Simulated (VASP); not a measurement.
Data:

```
CELL_PARAMETERS angstrom
      0.00000     2.78561     2.78561
      2.78561     0.00000     2.78561
      2.78561     2.78561     0.00000
ATOMIC_POSITIONS crystal
  Ca 0.00000 0.00000 0.00000
  S  0.50000 0.50000 0.50000
```

All values below come from LDA (Ceperley-Alder, Perdew-Zunger), VASP's LDA PAW potentials (set 64) (plane waves; VASP). Run with 400 eV cut-off, 7×7×7 Γ-centred mesh, Gaussian smearing of 0.050 eV, potentials Ca_sv S.

Problem. Predict the energy per atom (σ→0).

Solution. 
The energy per atom (σ→0) is -5.717 eV/atom.

Total energies compare only between runs with the same potentials, cut-off and functional.

The compound is CaS in the rock salt structure. It was relaxed first, which changed the volume by -6 %. The start is the result of an earlier pass.
